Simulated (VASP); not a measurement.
OSZICAR of a VASP run on TiAl (L1_0):

**OSZICAR**
```
       N       E                     dE             d eps       ncg     rms          rms(c)
DAV:   1     0.919150003350E+02    0.91915E+02   -0.74997E+03  3080   0.140E+03
DAV:   2    -0.432607294671E+01   -0.96241E+02   -0.93577E+02  3116   0.330E+02
DAV:   3    -0.996511050480E+01   -0.56390E+01   -0.54263E+01  4823   0.778E+01
DAV:   4    -0.101706850591E+02   -0.20557E+00   -0.20368E+00  3875   0.129E+01
DAV:   5    -0.101790479725E+02   -0.83629E-02   -0.83578E-02  4501   0.239E+00    0.100E+01
DAV:   6    -0.877776442863E+01    0.14013E+01   -0.12317E+01  3864   0.385E+01    0.344E+00
DAV:   7    -0.863292651519E+01    0.14484E+00   -0.11789E+00  3543   0.116E+01    0.199E+00
DAV:   8    -0.862173342736E+01    0.11193E-01   -0.15020E-01  3457   0.449E+00    0.510E-01
DAV:   9    -0.861993127676E+01    0.18022E-02   -0.27771E-02  3610   0.227E+00    0.221E-01
DAV:  10    -0.862004276078E+01   -0.11148E-03   -0.16607E-03  3802   0.480E-01    0.537E-02
DAV:  11    -0.862002645905E+01    0.16302E-04   -0.41481E-04  4109   0.225E-01    0.448E-02
DAV:  12    -0.862003049614E+01   -0.40371E-05   -0.24303E-05  3589   0.555E-02    0.131E-02
DAV:  13    -0.862003026060E+01    0.23554E-06   -0.10692E-06  4185   0.106E-02    0.813E-03
DAV:  14    -0.862003039023E+01   -0.12963E-06   -0.76499E-07  3489   0.118E-02    0.136E-03
DAV:  15    -0.862003040997E+01   -0.19735E-07   -0.43910E-08  1783   0.230E-03
   1 F= -.86200304E+01 E0= -.86198726E+01  d E =-.862003E+01
       N       E                     dE             d eps       ncg     rms          rms(c)
DAV:   1    -0.862011645197E+01   -0.86062E-04   -0.29620E-03  3191   0.913E-01    0.566E-02
DAV:   2    -0.862006710821E+01    0.49344E-04   -0.16012E-04  3162   0.138E-01    0.273E-02
DAV:   3    -0.862005436853E+01    0.12740E-04   -0.22730E-05  3728   0.638E-02    0.945E-03
DAV:   4    -0.862005304193E+01    0.13266E-05   -0.39187E-06  3741   0.225E-02    0.240E-03
DAV:   5    -0.862005290427E+01    0.13766E-06   -0.49031E-07  3367   0.752E-03    0.620E-04
DAV:   6    -0.862005288262E+01    0.21652E-07   -0.20633E-08  1701   0.177E-03
   2 F= -.86200529E+01 E0= -.86198866E+01  d E =-.224727E-04
```

### Question
Which electronic solver shows in the log?

### Answer
It is blocked Davidson (ALGO = Normal, or the opening steps of other solvers). The INCAR had ALGO = Normal.

### Question
Can the final energy be trusted as converged?

### Answer
Self-consistency was reached. It stopped with EDIFF = 1E-7, NELM = 100, NSW = 30 and EDIFFG = -0.01 after 2 ionic steps (vdW-DF-cx, plane waves, VASP's PBE PAW potentials (set 64)).

The compound is TiAl in the L1_0 structure. This run relaxes it. Symmetry was kept, so distortions that lower it aren't found. The electron count is odd and the run is not spin-polarised, which forces a metal.
